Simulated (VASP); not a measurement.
An input for Quantum ESPRESSO's pw.x (written as the equivalent of a VASP run, and not itself run):

```
&CONTROL
  calculation = 'scf'
  pseudo_dir = './pseudo'
  outdir = './out'
  tprnfor = .true.
  tstress = .false.
/
&SYSTEM
  ibrav = 0
  nat = 3
  ntyp = 2
  ecutwfc = 74
  occupations = 'smearing'
  smearing = 'gaussian'
  degauss = 0.000735
  input_dft = 'hse'
  nqx1 = 3
  nqx2 = 3
  nqx3 = 3
  screening_parameter = 0.1058
/
&ELECTRONS
  conv_thr = 7.3e-08
  electron_maxstep = 100
/
ATOMIC_SPECIES
  K 39.098 K.upf
  S 32.060 S.upf
CELL_PARAMETERS angstrom
     0.0000000    3.6554140    3.6554140
     3.6554140    0.0000000    3.6554140
     3.6554140    3.6554140    0.0000000
ATOMIC_POSITIONS crystal
  K    0.7500000  0.7500000  0.7500000
  K    0.2500000  0.2500000  0.2500000
  S    0.0000000  0.0000000  0.0000000
K_POINTS automatic
  3 3 3 0 0 0
```

Task: Write the VASP files for the same calculation (HSE06).

Result: This is not unique; one that fits is 
### KPOINTS
```
Automatic mesh
0
Gamma
3 3 3
0 0 0
```

### POSCAR
```
K2S
5.1695360
  0.0000000000   0.7071067887   0.7071067887
  0.7071067887   0.0000000000   0.7071067887
  0.7071067887   0.7071067887   0.0000000000
K S
2 1
Cart
  1.0606601830   1.0606601830   1.0606601830
  0.3535533943   0.3535533943   0.3535533943
  0.0000000000   0.0000000000   0.0000000000
```

**INCAR**
```
! general
SYSTEM    =  K2S
PREC      =  Accurate
ENCUT     =  300
LREAL     =  F
LASPH     =  T
ISYM      =  3

! electronic loop
EDIFF     =  1E-6
NELM      =  100
ALGO      =  Normal

! smearing
ISMEAR    =  0
SIGMA     =  0.01

! functional
GGA       =  PE
LHFCALC   =  T
AEXX      =  0.25
HFSCREEN  =  0.2
PRECFOCK  =  Fast

! ions
ISIF      =  2

! output
LWAVE     =  F
LCHARG    =  F
```

POTCAR, in this order: K_sv S (PBE.64 set). Program: vasp_std.

What does not carry over: the potentials are each code's own (VASP's PAW set, PseudoDojo norm-conserving files in pw.x), so ENCUT and ecutwfc are chosen apart and not converted; conv_thr bounds pw.x's estimated SCF error, while EDIFF bounds the energy change between steps.

The structure comes from a computed database's K2S entry; how it stands against other phases isn't given here. The cell was not relaxed at this level. The k-mesh is coarse (spacing up to 0.50 per Å, 2π included), so the numbers may not be converged in it. The run is one of a series of settings (KPOINTS 3×3×3 Γ-centred mesh against the base run), some of them coarse on purpose.
